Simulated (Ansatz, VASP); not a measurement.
# Hf2Ti (Hf2Ti in the C11b ordering) in two plane-wave programs, part 2 of 2

Aim: how closely do two programs agree when they are given the same cell, functional and k mesh? The cell is generated by rule, not measured, and may not be a known phase. Of the first pair: The two relaxations start from unlike cells of this crystal (the structure described is Ansatz's start), so only their ends are compared.

VASP 6.6.1 and Ansatz 0.2.0.

So far: Starting point; VASP: relaxation of cell and atoms, PBE, pair 1; Ansatz: relaxation of cell and atoms, PBE, pair 1; Side by side.

**5. VASP: relaxation of cell and atoms, PBE, pair 2**

Level of this step: PBE; plane waves and PAW (Ti_sv, Hf_pv); invented cell (VASP).

The relaxed volume is the usual yardstick between codes: in a stiff, nearly cubic crystal its relative difference is about their pressure difference at one cell divided by the bulk modulus.

The input, INCAR:

```
SYSTEM = Hf2Ti
PREC = Accurate
ENCUT = 500
EDIFF = 1E-07
NELM = 120
ISMEAR = 1
SIGMA = 0.2
LREAL = .FALSE.
ALGO = Normal
GGA = PE
NBANDS = 22
LASPH = .TRUE.
LORBIT = 11
LWAVE = .FALSE.
LCHARG = .FALSE.
ISIF = 3
IBRION = 2
NSW = 80
EDIFFG = -0.005
GGA_COMPAT = .FALSE.
NELMIN = 4
KPAR = 2
```

The input, POSCAR:

```
Hf2Ti
1.0
    3.6033110000      0.0000000000     -0.0000020000
    0.0000000000      3.6033110000     -0.0000020000
    1.8016580000      1.8016580000      4.7649000000
Ti Hf
1 2
Direct
    0.0000000000      0.0000000000      0.0000000000
    0.6589606670      0.6589606670      0.6820786660
    0.3410393330      0.3410393330      0.3179213340
```

The input, KPOINTS:

```
Automatic mesh
0
Gamma
8 8 8
0 0 0
```

Potentials, in the order of the species: Ti_sv and Hf_pv (PBE family, release 64).

On the command line:

```
mpirun -np 2 vasp_std
```

Numbers of over 12 decimals in the logs are rounded to 6 here.

The log of the run:

```text
[... set-up lines as in an earlier step ...]
 entering main loop
       N       E                     dE             d eps       ncg     rms          rms(c)
DAV:   1     0.224625990208E+03    0.22463E+03   -0.16349E+04  2596   0.147E+03
DAV:   2    -0.119978384749E+02   -0.23662E+03   -0.22886E+03  2752   0.404E+02
DAV:   3    -0.287440602959E+02   -0.16746E+02   -0.15473E+02  4300   0.846E+01
DAV:   4    -0.293228227052E+02   -0.57876E+00   -0.57096E+00  3376   0.133E+01
[...]
DAV:  18    -0.272849241694E+02    0.26956E-06   -0.78715E-06  3642   0.219E-02    0.477E-03
DAV:  19    -0.272849240596E+02    0.10981E-06   -0.51646E-07  3216   0.528E-03    0.964E-04
DAV:  20    -0.272849240570E+02    0.26639E-08   -0.91581E-08  2360   0.199E-03
   1 F= -.27284924E+02 E0= -.27283554E+02  d E =-.272849E+02
[... from here on, the cycles between the ionic steps are left out ...]
   2 F= -.27284946E+02 E0= -.27283741E+02  d E =-.215503E-04
   3 F= -.27285155E+02 E0= -.27283868E+02  d E =-.230602E-03
   4 F= -.27285155E+02 E0= -.27283866E+02  d E =-.230462E-03
   5 F= -.27285164E+02 E0= -.27283893E+02  d E =-.966988E-05
   6 F= -.27285172E+02 E0= -.27283935E+02  d E =-.177730E-04
[...]
reached required accuracy - stopping structural energy minimisation
```

Parts of OUTCAR (step 5):

```text
  Total       -0.0002867     -0.0002867     -0.0129154     -0.0000000     -0.0000000     -0.0000000
  in kB       -0.0074490     -0.0074490     -0.3355823     -0.0000000     -0.0000002     -0.0000002
  external PRESSURE =      -0.1168268 kB  Pullay stress =       0.0000000 kB

 POSITION                                       TOTAL-FORCE (eV/Angst)
 -----------------------------------------------------------------------------------
      0.00000      0.00000     -0.00000        -0.000000     -0.000000     -0.000000
      3.59992      3.59992      3.24372         0.000000      0.000000      0.001318
      1.79996      1.79996      1.51440        -0.000000     -0.000000     -0.001318
 -----------------------------------------------------------------------------------
    total drift:                                0.000000     -0.000000     -0.000000

  FREE ENERGIE OF THE ION-ELECTRON SYSTEM (eV)
  ---------------------------------------------------
  free  energy   TOTEN  =       -27.2851722922 eV

  energy  without entropy=      -27.2814604920  energy(sigma->0) =      -27.28393503

[... 1 part as in an earlier step ...]

[... 3 further parts left out ...]
[key lines of the parts left out:]
E-fermi :   5.6892
```

**6. Ansatz: relaxation of cell and atoms, PBE, pair 2**

The same cell, functional, mesh and smearing now go to Ansatz, which takes its cutoff from its data sets.

The cell is taken from a series of runs on this material, whose earlier steps may have relaxed, scaled, displaced or heated it; both programs get it as it stands.

The input, input.yaml:

```yaml
crystal:
  lattice:
    - [3.6033113878, 0.0, -1.7319e-06]
    - [0.0, 3.6033113878, -1.7319e-06]
    - [1.8016579841, 1.8016579841, 4.7648996105]
  atoms:
    - { symbol: Ti, position: [0.0, 0.0, 0.0] }
    - { symbol: Hf, position: [0.658960665, 0.658960665, 0.68207867] }
    - { symbol: Hf, position: [0.341039335, 0.341039335, 0.31792133] }
kpoints:
  mp_grid: { grid: [8, 8, 8] }
hamiltonian:
  xc: pbe
scf:
  occupations: { method: methfessel_paxton, width: 0.2 }
output:
  forces: true
  stress: true
  eigenvalues: true
relax:
  adjacent_minimum: "off"
  f_tol: 0.001
  max_steps: 60
  cell: { stress_tol: 0.01 }
```

On the command line:

```
ansatz run input.yaml --threads 4 --pin off --max-ram 8192MiB --backend cpu --events-out ev --progress --plain --runs-dir out
```

The log of the run:

```text
[...]
Crystal: 3 atoms, lattice volume = 61.867 Å³
Basis set: ecut = 420 eV, 1179 PW (Γ), exchange–correlation on 50×50×80 points (8 copies of the dense FFT grid, shifted against one another)
Bands: 39, of which v1, the nominal top of the filled ones, is band 32 counted from 1 (31 counted from 0)
Symmetry: 16 space group operations
[...]
k-points: 59 of 512
[...]
--- Relaxed structure (4 steps of the walk, 3 accepted, 1 SCFs on fresh bases) ---
[...]
cell:  # Å, volume = 61.8690 Å³
    - [3.604048, -4.1629486645578915e-13, -1.7322509581772077e-6]
    - [-4.162948664557524e-13, 3.604048, -1.7322509581771312e-6]
    - [1.802026, 1.802026, 4.763125]
  atoms:
    - { symbol: Ti, position: [0, 0, 0] }
    - { symbol: Hf, position: [0.659225, 0.659225, 0.681550] }
    - { symbol: Hf, position: [0.340775, 0.340775, 0.318450] }
[key lines of the parts left out:]
SCF converged after 5 iterations
Free energy (F): -33941.989751 eV
Fermi energy:    17.911441 eV
P = ⅓ Tr σ = 0.0026 GPa (0.026 kbar)
```

**7. Side by side**

What differs besides the data sets and the points named for the pairs above, as far as they apply: the data sets hold 64 valence electrons in Ansatz (on its default PAW (the set named soft_2) files) and 32 in VASP. Total energies have different zeros and are not compared.

Both answers:

```csv
quantity,Ansatz,VASP,difference
volume (Å³),61.87,61.66,+0.34 %
"edge a after relaxation, in the typed setting (Å)",3.604,3.600,+0.11 %
"edge c after relaxation, in the typed setting (Å)",5.402,5.396,+0.11 %
```

**8. VASP: zone-centre phonons, PBE**

Second derivatives magnify differences that forces hide, and they need a tight electronic threshold.

The input, INCAR:

```
SYSTEM = Hf2Ti
PREC = Accurate
ENCUT = 500
EDIFF = 1E-08
NELM = 120
ISMEAR = 1
SIGMA = 0.2
LREAL = .FALSE.
ALGO = Normal
GGA = PE
NBANDS = 22
LASPH = .TRUE.
LORBIT = 11
LWAVE = .FALSE.
LCHARG = .FALSE.
ISIF = 2
IBRION = 8
GGA_COMPAT = .FALSE.
KPAR = 2
```

The input, POSCAR:

```
Hf2Ti
1.0
    3.6040478849      0.0000000000     -0.0000017323
    0.0000000000      3.6040478849     -0.0000017323
    1.8020262318      1.8020262318      4.7631253687
Ti Hf
1 2
Direct
    0.0000000000      0.0000000000      0.0000000000
    0.6592248522      0.6592248522      0.6815502956
    0.3407751478      0.3407751478      0.3184497044
```

The input, KPOINTS:

```
Automatic mesh
0
Gamma
5 5 5
0 0 0
```

On the command line:

```
mpirun -np 2 vasp_std
```

The log of the run:

```text
[... set-up lines as in an earlier step ...]
 entering main loop
       N       E                     dE             d eps       ncg     rms          rms(c)
DAV:   1     0.221712204388E+03    0.22171E+03   -0.16341E+04   792   0.147E+03
DAV:   2    -0.114771329532E+02   -0.23319E+03   -0.22540E+03   840   0.395E+02
DAV:   3    -0.287333143566E+02   -0.17256E+02   -0.16037E+02  1386   0.834E+01
DAV:   4    -0.293059127856E+02   -0.57260E+00   -0.56282E+00   984   0.129E+01
[...]
DAV:  19    -0.272778323513E+02   -0.14340E-07   -0.17327E-07  1088   0.319E-03    0.503E-03
DAV:  20    -0.272778324374E+02   -0.86024E-07   -0.32919E-08  1000   0.157E-03    0.196E-03
DAV:  21    -0.272778324460E+02   -0.85934E-08   -0.15093E-08   756   0.713E-04
   1 F= -.27277832E+02 E0= -.27278355E+02  d E =0.156739E-02
 Linear response reoptimize wavefunctions to high precision
DAV:   1    -0.272778324546E+02   -0.86711E-08   -0.40682E-09   842   0.418E-04
DAV:   2    -0.272778324547E+02   -0.22737E-10   -0.42714E-10   564   0.139E-04
 Linear response DOF=           4
 Linear response progress:
[...]
RMM:  19    -0.220318349631E+00   -0.21688E-06   -0.15583E-05  3798   0.161E-03    0.716E-04
RMM:  20    -0.220318374387E+00   -0.24756E-07   -0.12469E-05  4035   0.130E-03    0.791E-04
RMM:  21    -0.220318310368E+00    0.64019E-07   -0.10828E-05  3788   0.109E-03    0.810E-04
 first order change of Fermi-energy   0.48638E-05
 force on displaced ion       2 direction 1 :  -4.868   0.000   0.004
 Linear response progress:
  Degree of freedom:   4/  4
       N       E                     dE             d eps       ncg     rms          rms(c)
RMM:   1    -0.228847750202E+00   -0.22885E+00    0.47182E+00   867   0.104E+01
RMM:   2    -0.237363758650E+00   -0.85160E-02   -0.45523E-02  1375   0.113E+00    0.772E-01
RMM:   3    -0.239145574227E+00   -0.17818E-02   -0.13292E-02  1313   0.586E-01    0.593E-01
RMM:   4    -0.236816305701E+00    0.23293E-02   -0.57892E-03  1282   0.516E-01    0.270E-01
[...]
RMM:  12    -0.236158206853E+00   -0.16269E-05    0.24038E-05  1713   0.612E-03    0.262E-03
RMM:  13    -0.236157986377E+00    0.22048E-06    0.13576E-05  1838   0.453E-03    0.235E-03
RMM:  14    -0.236158237079E+00   -0.25070E-06    0.10939E-05  1805   0.343E-03    0.273E-03
 first order change of Fermi-energy   0.28850E+00
 force on displaced ion       2 direction 3 :  -0.000  -0.000  -5.286
 Linear response finished
```

From OUTCAR (step 8):

```text
  Total       -0.0257094     -0.0257094     -0.3562138     -0.0000000     -0.0000002     -0.0000002
  in kB       -0.6657779     -0.6657779     -9.2246110     -0.0000000     -0.0000041     -0.0000041
  external PRESSURE =      -3.5187223 kB  Pullay stress =       0.0000000 kB

 POSITION                                       TOTAL-FORCE (eV/Angst)
 -----------------------------------------------------------------------------------
      0.00000      0.00000      0.00000         0.000000      0.000000     -0.000000
      3.60405      3.60405      3.24631         0.000000      0.000000      0.098524
      1.80202      1.80202      1.51681        -0.000000     -0.000000     -0.098524
 -----------------------------------------------------------------------------------
    total drift:                                0.000000      0.000000      0.000000

[... 2 further parts left out ...]
```

**9. Ansatz: zone-centre phonons, PBE**

The same cell, functional, mesh and smearing now go to Ansatz, which takes its cutoff from its data sets.

The cell is taken from a series of runs on this material, whose earlier steps may have relaxed, scaled, displaced or heated it; both programs get it as it stands.

The input, input.yaml:

```yaml
crystal:
  lattice:
    - [3.6040478849, 0.0, -1.7323e-06]
    - [0.0, 3.6040478849, -1.7323e-06]
    - [1.8020262318, 1.8020262318, 4.7631253687]
  atoms:
    - { symbol: Ti, position: [0.0, 0.0, 0.0] }
    - { symbol: Hf, position: [0.6592248522, 0.6592248522, 0.6815502956] }
    - { symbol: Hf, position: [0.3407751478, 0.3407751478, 0.3184497044] }
kpoints:
  mp_grid: { grid: [5, 5, 5] }
hamiltonian:
  xc: pbe
scf:
  occupations: { method: methfessel_paxton, width: 0.2 }
output:
  eigenvalues: true
phonons:
  method: dfpt
  qmesh: [1, 1, 1]
  temperatures: { t_max: 1000, t_step: 50 }
  qpath:
    path:
      - [[0.0, 0.0, 0.0], [0.5, 0.5, 0.5], [0.5, 0.5, 0.75], [0.5, 0.0, 0.5], [0.0, 0.0, 0.0], [0.0, 0.0, 0.5], [0.42843399, 0.0, 0.714217]]
      - [[0.57156601, 0.0, 0.285783], [0.0, 0.0, 0.0]]
      - [[0.5, 0.5, 0.5], [0.57156601, 0.42843399, 0.5]]
      - [[0.42843399, 0.42843399, 0.92843399], [0.0, 0.0, 0.5]]
    npoints: 10
```

On the command line:

```
ansatz run input.yaml --threads 4 --pin off --max-ram 8192MiB --backend cpu --events-out ev --progress --plain --runs-dir out
```

The log of the run:

```text
[...]
Crystal: 3 atoms, lattice volume = 61.869 Å³
Basis set: ecut = 420 eV, 1179 PW (Γ), exchange–correlation on 80×80×80 points (8 copies of the dense FFT grid, shifted against one another)
Bands: 39, of which v1, the nominal top of the filled ones, is band 32 counted from 1 (31 counted from 0)
Symmetry: 16 space group operations
k-points: 39 of 125 (irreducible under 2 space group operations, time reversal used)
[...]
largest difference from the sums on the solved wave vectors: F 8.27e-1 eV, S 1.08e-3 and C_V 2.58e-4 eV/K
  zero-point energy: 0.053876 eV/cell   skipped modes (ω ≤ 0): 21, of them read as no rigid motion or as one in doubt: 18 (8.547e-3 modes/cell left out, lowest 0.00 cm⁻¹)   left out of the sums: 1.03e-3 of the cell's modes: C_V's classical limit lies that fraction below 3 k_B per atom; for a crystal, a wire or a layer, F and S can be off by more, and a phonons.interpolated_qmesh denser along its periods is the remedy for the sampling
[key lines of the parts left out:]
SCF converged after 10 iterations
Free energy (F): -33941.983378 eV
Fermi energy:    17.907332 eV
```

**10. Comparison**

What differs besides the data sets and the points named for the pairs above, as far as they apply: VASP's run holds the zone centre alone; the data sets hold 64 valence electrons in Ansatz (on its default PAW (the set named soft_2) files) and 32 in VASP. Total energies have different zeros and are not compared.

Both answers:

```csv
quantity,Ansatz,VASP,difference
optical mode 1 (cm⁻¹),29.9,38.4,-8.5
optical mode 2 to 3 (cm⁻¹),99.3,99.3,+0.06 %
optical mode 4 (cm⁻¹),126.8,126.3,+0.40 %
optical mode 5 to 6 (cm⁻¹),204.0,203.0,+0.48 %
```

Modes are paired by rising frequency, not by their patterns, so a pair may set unlike modes beside each other; they are those without the splitting of longitudinal modes.

**11. Other set-ups**

Further runs change the set-up of one program: Ansatz's method, potentials or start, or VASP's data sets, cutoff or form of LDA. The table gives Ansatz less VASP for each quantity, since a change that brings one quantity closer may part another.

```csv
run,optical mode 1 (cm⁻¹),optical mode 2 to 3 (%),optical mode 4 (%),optical mode 5 to 6 (%)
as above,-8.5,0.059,0.40,0.48
VASP with the data sets Ti_sv and Hf_sv and a cutoff of 600 eV,-7.5,0.42,0.29,0.74
```

**12. Summary of results**

| Quantity | Value |
| --- | --- |
| difference in edge c after relaxation, in the typed setting (relaxation of cell and atoms, PBE, pair 1) | 5.6 % |
| difference in volume (relaxation of cell and atoms, PBE, pair 2) | 0.34 % |
| r.m.s. difference of the optical zone-centre modes, each program's sorted by frequency (zone-centre phonons, PBE) | 3.5 cm⁻¹ |

What this shows: The difference in edge c after relaxation, in the typed setting is 5.6 % (relaxation of cell and atoms, PBE, pair 1), beyond the 1.2 % picked in this series as the mark of a large difference, as far as the stopping tolerances let one tell. The data sets hold unlike numbers of valence electrons (64 in Ansatz and 32 in VASP), so part of the differences comes from the potentials. Zone-centre phonons, PBE, VASP with the data sets Ti_sv and Hf_sv and a cutoff of 600 eV: the difference in optical mode 2 to 3 goes from 0.059 to 0.42 %; the difference in optical mode 4 goes from 0.40 to 0.29 %; the difference in optical mode 5 to 6 goes from 0.48 to 0.74 %. 2 further runs of this series are not shown here. Such differences can come from data sets, numerical settings and the points named under the comparisons, not from the functional's error against experiment.

[Lines on the potential files, build, host, timing and source positions are cut from VASP's logs without a mark.]

[Logs are printed without paths, hosts, clocks, repeated set-up lines and the standing remarks that a program may print on its own settings, such as how far it seeks lower states.]

[Hosts, paths, dates, database ids (printed as entryN), source tags and the programs' standing remarks are cut or masked in the printed files.]
